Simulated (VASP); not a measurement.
# Al9Cd: core-level shifts

Wanted: the chemical shifts that photoemission would resolve in Al9Cd.

Main program and level: VASP 6.6.1; PBE; plane waves and PAW (Cd, Al), in the first sound run; inputs show where later runs differ.

This is a report of a sequence of runs, with most program output left out.

### Step 1. The starting structure

The cell holds 20 atoms: 2 Cd and 18 Al. Its edges and angles: a = 5.713 Å, b = 5.713 Å, c = 22.080 Å, α = 90.0°, β = 90.0°, γ = 90.0°. It derives from Al. Cd replaces host atoms (quarter in the top layer, both faces). Regions: layer 1, 4 atoms (3 Al and 1 Cd); layer 2, 4 atoms (4 Al); layer 3, 4 atoms (4 Al); other layers, 8 atoms (7 Al and 1 Cd). Vacuum lies along c.

### Step 2. Relaxation

The free atoms are relaxed first inside the given cell, which is kept (ISIF = 0), since core levels depend on the positions.

Contents of INCAR:

```
SYSTEM = Al9Cd
PREC = Normal
ENCUT = 330
EDIFF = 1E-05
NELM = 100
ISMEAR = 0
SIGMA = 0.1
LREAL = Auto
ALGO = Fast
GGA = PE
NBANDS = 59
LWAVE = .FALSE.
LCHARG = .FALSE.
NCORE = 8
IBRION = 2
NSW = 50
ISIF = 0
EDIFFG = -0.05
```

Contents of POSCAR:

```
Al9Cd
1.0
    5.7134227920      0.0000000000      0.0000000000
    0.0000000000      5.7134227920      0.0000000000
    0.0000000000      0.0000000000     22.0800000000
Cd Al
2 18
Selective dynamics
Direct
    0.0000000000      0.0000000000      0.6829710140  T T T
    0.0000000000      0.0000000000      0.3170289860  T T T
    0.5000000000      0.0000000000      0.6829710140  T T T
    0.0000000000      0.5000000000      0.6829710140  T T T
    0.5000000000      0.5000000000      0.6829710140  T T T
    0.2500000000      0.2500000000      0.5914855070  T T T
    0.7500000000      0.2500000000      0.5914855070  T T T
    0.2500000000      0.7500000000      0.5914855070  T T T
    0.7500000000      0.7500000000      0.5914855070  T T T
    0.0000000000      0.0000000000      0.5000000000  F F F
    0.5000000000      0.0000000000      0.5000000000  F F F
    0.0000000000      0.5000000000      0.5000000000  F F F
    0.5000000000      0.5000000000      0.5000000000  F F F
    0.2500000000      0.2500000000      0.4085144930  T T T
    0.7500000000      0.2500000000      0.4085144930  T T T
    0.2500000000      0.7500000000      0.4085144930  T T T
    0.7500000000      0.7500000000      0.4085144930  T T T
    0.5000000000      0.0000000000      0.3170289860  T T T
    0.0000000000      0.5000000000      0.3170289860  T T T
    0.5000000000      0.5000000000      0.3170289860  T T T
```

Contents of KPOINTS:

```
Automatic mesh
0
Gamma
3 3 1
0 0 0
```

PAW data sets: Cd and Al (PBE family, release 64).

Run with:

```sh
> mpirun -np 8 vasp_std
```

It took 29 s on 8 MPI ranks of Intel Xeon 6975P-C (Granite Rapids), shared host; peak memory 0.99 GiB; 3.8 min of CPU time.

The run keeps the 16 symmetry operations of its start, so it cannot find a distortion of lower symmetry.

Relaxation path:

| step | energy less that of the first step (eV) | largest force (eV/Å) |
| --- | --- | --- |
| 1 | 0.0000 | 0.6734 |
| 2 | -0.0682 | 0.5161 |
| 3 | -0.1388 | 0.3126 |
| 4 | -0.1019 | 0.5050 |
| 5 | -0.1504 | 0.2367 |
| 6 | -0.1970 | 0.1903 |
| 7 | -0.2528 | 0.1358 |
| 8 | -0.2165 | 0.2589 |
| 9 | -0.2611 | 0.1108 |
| 10 | -0.2701 | 0.0710 |
| 11 | -0.2776 | 0.0422 |

The atoms that moved most (Å):

| atom | dx | dy | dz | length |
| --- | --- | --- | --- | --- |
| Cd2 | 0.000 | 0.000 | -0.362 | 0.362 |
| Cd1 | 0.000 | 0.000 | 0.362 | 0.362 |
| Al3 | 0.000 | 0.000 | -0.113 | 0.113 |
| Al4 | 0.000 | 0.000 | -0.113 | 0.113 |
| Al18 | 0.000 | 0.000 | 0.113 | 0.113 |
| Al19 | 0.000 | 0.000 | 0.113 | 0.113 |
| Al5 | 0.000 | 0.000 | -0.064 | 0.064 |
| Al20 | 0.000 | 0.000 | 0.064 | 0.064 |

Final coordinates:

```
Cd Al
1.0
     5.71342    0.00000    0.00000
     0.00000    5.71342    0.00000
     0.00000    0.00000   22.08000
Cd Al
2 18
Direct
  0.00000 0.00000 0.69934
  0.00000 0.00000 0.30066
  0.50000 0.00000 0.67785
  0.00000 0.50000 0.67785
  0.50000 0.50000 0.68008
  0.25028 0.25028 0.59013
  0.74972 0.25028 0.59013
  0.25028 0.74972 0.59013
  0.74972 0.74972 0.59013
  0.00000 0.00000 0.50000
  0.50000 0.00000 0.50000
  0.00000 0.50000 0.50000
  0.50000 0.50000 0.50000
  0.25028 0.25028 0.40987
  0.74972 0.25028 0.40987
  0.25028 0.74972 0.40987
  0.74972 0.74972 0.40987
  0.50000 0.00000 0.32215
  0.00000 0.50000 0.32215
  0.50000 0.50000 0.31992
```

This step gave:

```
free energy (TOTEN)     : -65.3007 eV
energy at zero smearing : -65.2713 eV
Fermi energy            : 1.361 eV
```

The forces on the free atoms are under 0.05 eV/Å.

### Step 3. Initial state

The cell without a hole gives, with ICORELEVEL = 1, the Kohn-Sham core levels of the initial state.

Contents of INCAR:

```
SYSTEM = Al9Cd
PREC = Normal
ENCUT = 330
EDIFF = 1E-05
NELM = 120
ISMEAR = 0
SIGMA = 0.1
LREAL = Auto
ALGO = Fast
GGA = PE
NBANDS = 59
LORBIT = 11
LWAVE = .FALSE.
LCHARG = .FALSE.
KPAR = 2
NCORE = 4
ICORELEVEL = 1
ISIF = 0
LVHAR = .TRUE.
```

Contents of POSCAR:

```
Al9Cd
1.0
    5.7134227920      0.0000000000      0.0000000000
    0.0000000000      5.7134227920      0.0000000000
    0.0000000000      0.0000000000     22.0800000000
Cd Al
2 18
Direct
    0.0000000000      0.0000000000      0.6993449522
    0.0000000000      0.0000000000      0.3006550478
    0.5000000000      0.0000000000      0.6778539462
    0.0000000000      0.5000000000      0.6778539462
    0.5000000000      0.5000000000      0.6800776038
    0.2502813470      0.2502813470      0.5901282896
    0.7497186530      0.2502813470      0.5901282896
    0.2502813470      0.7497186530      0.5901282896
    0.7497186530      0.7497186530      0.5901282896
    0.0000000000      0.0000000000      0.5000000000
    0.5000000000      0.0000000000      0.5000000000
    0.0000000000      0.5000000000      0.5000000000
    0.5000000000      0.5000000000      0.5000000000
    0.2502813470      0.2502813470      0.4098717104
    0.7497186530      0.2502813470      0.4098717104
    0.2502813470      0.7497186530      0.4098717104
    0.7497186530      0.7497186530      0.4098717104
    0.5000000000      0.0000000000      0.3221460538
    0.0000000000      0.5000000000      0.3221460538
    0.5000000000      0.5000000000      0.3199223962
```

Contents of KPOINTS:

```
Automatic mesh
0
Gamma
4 4 1
0 0 0
```

Run with:

```sh
> mpirun -np 8 vasp_std
```

Elapsed: 11 s, on 8 MPI ranks; peak memory 1.4 GiB; 80 s of CPU time.

These are scalar-relativistic Kohn-Sham levels of the ground state, with no core hole, so they are not binding energies.

This step gave:

* free energy (TOTEN): -65.2907 eV
* energy at zero smearing: -65.2689 eV
* Fermi energy: 1.358 eV

The two shallowest core shells; atoms whose shallowest level rounds to another's at 0.01 eV are left out. Core levels, by row:

| atom | shell | level below the Fermi level (eV) |
| --- | --- | --- |
| Cd1 | 4s | 102.9 |
| Cd1 | 4p | 63.91 |
| Al3 | 2s | 103.6 |
| Al3 | 2p | 65.03 |
| Al5 | 2s | 103.5 |
| Al5 | 2p | 65.01 |
| Al10 | 2s | 103.5 |
| Al10 | 2p | 64.91 |
| Al11 | 2s | 103.4 |
| Al11 | 2p | 64.84 |
| Al13 | 2s | 103.3 |
| Al13 | 2p | 64.78 |

### Step 4. Core hole, atom Al5

This step: final-state core hole with the electron kept at the Fermi level, PBE; plane waves and PAW (Al, Cd, Al) (VASP 6.6.1).

System of this step: Al9Cd. The cell holds 20 atoms: 18 Al and 2 Cd. Its edges and angles: a = 5.713 Å, b = 5.713 Å, c = 22.080 Å, α = 90.0°, β = 90.0°, γ = 90.0°. It derives from Al. Cd replaces host atoms (quarter in the top layer, both faces). Vacuum lies along c.

A core electron of Al5 (2p) is moved to the Fermi level; this atom comes first in POSCAR as a species of its own.

INCAR, as its differences from that of step 3:

```diff
@@ -11,3 +11,2 @@
 NBANDS = 59
-LORBIT = 11
 LWAVE = .FALSE.
@@ -16,4 +15,7 @@
 NCORE = 4
-ICORELEVEL = 1
+ICORELEVEL = 2
+CLNT = 1
+CLN = 2
+CLL = 1
+CLZ = 1
 ISIF = 0
-LVHAR = .TRUE.
```

POSCAR, as its differences from that of step 3:

```diff
@@ -5,5 +5,6 @@
     0.0000000000      0.0000000000     22.0800000000
-Cd Al
-2 18
+Al Cd Al
+1 2 17
 Direct
+    0.5000000000      0.5000000000      0.6800776038
     0.0000000000      0.0000000000      0.6993449522
@@ -12,3 +13,2 @@
     0.0000000000      0.5000000000      0.6778539462
-    0.5000000000      0.5000000000      0.6800776038
     0.2502813470      0.2502813470      0.5901282896
```

KPOINTS is that of step 3.

Potentials, in the order of the species: Al, Cd and Al (PBE family, release 64).

Run with:

```sh
> mpirun -np 8 vasp_std
```

The job ended after 13 s (8 MPI ranks; peak memory 1.4 GiB).

This run has no spin polarisation.

This step gave:

```
free energy (TOTEN)     : -73.4710 eV
energy at zero smearing : -73.4388 eV
Fermi energy            : 1.369 eV
```

This is the reference for holes on Al.

### Step 5. Core hole, atom Al4

The same hole on the next atom.

INCAR is that of step 4.

POSCAR, as its differences from that of step 4:

```diff
@@ -8,3 +8,3 @@
 Direct
-    0.5000000000      0.5000000000      0.6800776038
+    0.0000000000      0.5000000000      0.6778539462
     0.0000000000      0.0000000000      0.6993449522
@@ -12,3 +12,3 @@
     0.5000000000      0.0000000000      0.6778539462
-    0.0000000000      0.5000000000      0.6778539462
+    0.5000000000      0.5000000000      0.6800776038
     0.2502813470      0.2502813470      0.5901282896
```

KPOINTS is that of step 4.

Run with:

```sh
> mpirun -np 8 vasp_std
```

It took 17 s on 8 MPI ranks; peak memory 1.4 GiB; 2.2 min of CPU time.

Against the hole on Al5 the energy differs by -0.07 eV.

### Step 6. Core hole, atom Al6

INCAR is that of step 5.

POSCAR, as its differences from that of step 5:

```diff
@@ -8,3 +8,3 @@
 Direct
-    0.0000000000      0.5000000000      0.6778539462
+    0.2502813470      0.2502813470      0.5901282896
     0.0000000000      0.0000000000      0.6993449522
@@ -12,4 +12,4 @@
     0.5000000000      0.0000000000      0.6778539462
+    0.0000000000      0.5000000000      0.6778539462
     0.5000000000      0.5000000000      0.6800776038
-    0.2502813470      0.2502813470      0.5901282896
     0.7497186530      0.2502813470      0.5901282896
```

KPOINTS is that of step 5.

Run with:

```sh
> mpirun -np 8 vasp_std
```

The job ended after 16 s (8 MPI ranks; peak memory 1.4 GiB; 2.1 min of CPU time).

Against the hole on Al5 the energy differs by +0.03 eV.

### Step 7. Summary

This step: core-level shifts, PBE; plane waves and PAW (VASP 6.6.1).

No new run; the numbers come from the runs before.

A positive shift is a higher binding energy. Cost is wall time times ranks on a shared host. Core-level shifts:

| atom | region | shell | Kohn-Sham level below the Fermi level (eV) | initial-state shift (eV) | final-state shift (eV) | shifts are from | cost (core minutes) |
| --- | --- | --- | --- | --- | --- | --- | --- |
| Al5 | layer 1 | 2p | 65.01 | 0 | 0 | Al5 | 1.71 |
| Al4 | layer 1 | 2p | 65.03 | 0.0206 | -0.06902 | Al5 | 2.27 |
| Al6 | layer 2 | 2p | 65.03 | 0.0187 | 0.03079 | Al5 | 2.19 |

### Step 8. Outcome

* Al4 2p (layer 1), from Al5: initial state +0.02 eV, final state -0.07 eV
* Al6 2p (layer 2), from Al5: initial state +0.02 eV, final state +0.03 eV

Against Al5, Al4 is shifted by +0.02 eV in the initial state and by -0.07 eV with the hole; against Al5, Al6 is shifted by +0.02 eV in the initial state and by +0.03 eV with the hole (energies extrapolated to zero smearing). Only these atoms were given a hole, so other sites aren't ranked. The difference of the two pictures holds the screening of the hole, but also the cell's limits: holes repeat 5.7 Å apart, and the electron from the core stays in the cell, where it moves the Fermi energy by -0.01 to +0.03 eV; that is about as much as the final-state shift of Al6, or more, so there size and sign aren't settled. Cell size, mesh and smearing weren't varied between the hole runs, and no dipole correction was applied to the slab. On their mesh the free atoms carry forces of up to 0.38 eV/Å, since the relaxation used another. The other core electrons are frozen, spin-orbit splitting and multiplets are absent, and only shifts between atoms of one element are meaningful. Not tabulated here, as repeats of values shown or as unfit to read for their mesh, reference level or band range: core levels (core hole).

[Lines on the potential files, build, host, timing and source positions are cut from VASP's logs without a mark.]

[Logs are printed without paths, hosts, clocks, repeated set-up lines and the standing remarks that a program may print on its own settings, such as how far it seeks lower states.]

[Hosts, paths, dates, database ids (printed as entryN), source tags and the programs' standing remarks are cut or masked in the printed files.]
